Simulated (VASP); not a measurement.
Input:

```yaml
crystal:
  lattice:
    - [-2.80633, 2.80633, 2.80633]
    - [2.80633, -2.80633, 2.80633]
    - [2.80633, 2.80633, -2.80633]
  atoms:
    - { symbol: Rb, position: [0.00000, 0.00000, 0.00000] }
```

These are vdW-DF2, VASP's PBE PAW potentials (set 64) (plane waves; VASP) values and carry that method's errors. Run with 520 eV cut-off, 9×9×9 Γ-centred mesh, first-order Methfessel-Paxton smearing of 0.10 eV, potentials Rb_sv.

### Question
Predict the energy per atom (σ→0), band gap (on the k-mesh) with the smallest direct gap where there is one.

### Answer

```yaml
band gap (on the k-mesh): none (metal, semimetal or under 0.01 eV)
energy per atom (σ→0): 1.052 eV/atom
```

The compound is Rb in the bcc structure. This cell is one point of a volume scan, at 1.03 of the reference volume.
